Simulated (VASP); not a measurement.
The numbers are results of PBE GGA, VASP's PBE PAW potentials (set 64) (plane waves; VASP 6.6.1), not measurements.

A VASP calculation is set up with these files.

INCAR:
```
ALGO = Normal
EDIFF = 1E-7
EDIFFG = -0.01
ENCUT = 600
GGA = PE
IBRION = 2
ISIF = 3
ISMEAR = 0
LASPH = .True.
LCHARG = .False.
LREAL = .False.
LWAVE = .False.
NELM = 100
NSW = 40
PREC = Accurate
PSTRESS = 10
SIGMA = 0.05
SYSTEM = BN
```

POSCAR:
```
BN
1.0
  1.2547967938  -2.1733722617   0.0000000000
  1.2547967938   2.1733722617   0.0000000000
  0.0000000000   0.0000000000   7.1012225779
B N
2 2
Cart
  1.2547967938   0.7244588695   1.7753056445
  1.2547967938  -0.7244588695   5.3259169334
  1.2547967938  -0.7244588695   1.7753056445
  1.2547967938   0.7244588695   5.3259169334
```

File KPOINTS:
```
Automatic mesh
0
Gamma
10 10 4
0 0 0
```

POTCAR, in this order: B N (PBE.64 set). Program: vasp_std.

The resulting files:

File OSZICAR:
```
       N       E                     dE             d eps       ncg     rms          rms(c)
DAV:   1     0.757531170672E+02    0.75753E+02   -0.89420E+03  1016   0.137E+03
DAV:   2    -0.333630254416E+02   -0.10912E+03   -0.99517E+02  1472   0.290E+02
DAV:   3    -0.387318272512E+02   -0.53688E+01   -0.53331E+01  1272   0.681E+01
DAV:   4    -0.387932492711E+02   -0.61422E-01   -0.61369E-01  1236   0.765E+00
DAV:   5    -0.387942425462E+02   -0.99328E-03   -0.99318E-03  1280   0.978E-01    0.112E+01
DAV:   6    -0.355701449457E+02    0.32241E+01   -0.81476E+00  1172   0.247E+01    0.501E+00
DAV:   7    -0.352805824225E+02    0.28956E+00   -0.48459E-01  1272   0.654E+00    0.312E+00
DAV:   8    -0.351960764080E+02    0.84506E-01   -0.32351E-01  1224   0.437E+00    0.444E-01
DAV:   9    -0.351923339822E+02    0.37424E-02   -0.14656E-02  1216   0.112E+00    0.186E-01
DAV:  10    -0.351935326175E+02   -0.11986E-02   -0.14796E-03  1196   0.337E-01    0.421E-02
DAV:  11    -0.351936705466E+02   -0.13793E-03   -0.22930E-04  1256   0.145E-01    0.277E-02
DAV:  12    -0.351936685072E+02    0.20395E-05   -0.53082E-05  1184   0.657E-02    0.499E-03
DAV:  13    -0.351936687869E+02   -0.27970E-06   -0.24819E-06  1292   0.142E-02    0.115E-03
DAV:  14    -0.351936689104E+02   -0.12358E-06   -0.20919E-07  1148   0.401E-03    0.460E-04
DAV:  15    -0.351936689089E+02    0.15827E-08   -0.57778E-09   844   0.703E-04
   1 F= -.34951922E+02 E0= -.34951922E+02  d E =-.349519E+02
```

File OUTCAR:
```
------------------------ aborting loop because EDIFF is reached ----------------------------------------
  FORCE on cell =-STRESS in cart. coord.  units (eV):
  Direction    XX          YY          ZZ          XY          YZ          ZX
  --------------------------------------------------------------------------------------
  Total        0.2451172      0.2451173      0.2490603     -0.0000000      0.0000000     -0.0000000
  in kB       10.1394344     10.1394387     10.3025448     -0.0000000      0.0000000     -0.0000000
  external PRESSURE =       0.1938060 kB  Pullay stress =      10.0000000 kB
  volume of cell :       38.73
      direct lattice vectors                 reciprocal lattice vectors
     1.254796794 -2.173372262  0.000000000     0.398470894 -0.230057229  0.000000000
     1.254796794  2.173372262  0.000000000     0.398470894  0.230057229  0.000000000
     0.000000000  0.000000000  7.101222578     0.000000000  0.000000000  0.140820822
  FREE ENERGIE OF THE ION-ELECTRON SYSTEM (eV)
  ---------------------------------------------------
  free  energy   TOTEN  =       -35.1936689089 eV

  energy  without entropy=      -35.1936689089  energy(sigma->0) =      -35.19366891
  enthalpy is  TOTEN    =       -34.9519224847 eV   P V=        0.2417464241

 reached required accuracy - stopping structural energy minimisation
```
(Selected blocks of OUTCAR.)

### OUTCAR
```
 val. band max:        1.7163339846   @ k =   0.3000   0.3000   0.0000

 cond. band min:       6.0922776627   @ k =   0.5000   0.0000   0.0000


 Fermi energy:         1.9590905039

 k-point     1 :       0.0000    0.0000    0.0000
  band No.  band energies     occupation
      1     -15.9784      2.00000
      2     -15.8051      2.00000
      3      -4.1922      2.00000
      4      -2.6725      2.00000
      5       0.3868      2.00000
      6       0.3868      2.00000
      7       0.4051      2.00000
      8       0.4052      2.00000
      9       6.6287      0.00000
     10      11.2371      0.00000
     11      13.2420      0.00000
     12      13.2478      0.00000

 k-point     2 :       0.1000    0.0000    0.0000
  band No.  band energies     occupation
      1     -15.7852      2.00000
      2     -15.6161      2.00000
      3      -3.9268      2.00000
      4      -2.4287      2.00000
      5      -0.3978      2.00000
      6      -0.3859      2.00000
      7       0.0241      2.00000
      8       0.0458      2.00000
      9       6.9763      0.00000
     10      11.1997      0.00000
     11      12.9507      0.00000
     12      13.1974      0.00000

 k-point     3 :       0.2000    0.0000    0.0000
  band No.  band energies     occupation
      1     -15.2215      2.00000
      2     -15.0651      2.00000
      3      -3.1461      2.00000
      4      -2.2706      2.00000
      5      -2.2511      2.00000
      6      -1.7180      2.00000
      7      -0.7914      2.00000
      8      -0.7642      2.00000
      9       7.8797      0.00000
     10      10.8022      0.00000
     11      12.1200      0.00000
     12      12.4645      0.00000

 k-point     4 :       0.3000    0.0000    0.0000
  band No.  band energies     occupation
      1     -14.3516      2.00000
      2     -14.2185      2.00000
      3      -4.4533      2.00000
      4      -4.4168      2.00000
      5      -1.9130      2.00000
      6      -1.6214      2.00000
...
```

Without a dispersion term in the relaxation, distances and binding between the weakly bound layers, chains or molecules are unreliable, and so is what depends on them.

The compound is BN in the hex structure. It was relaxed first under an external pressure of 1 GPa.
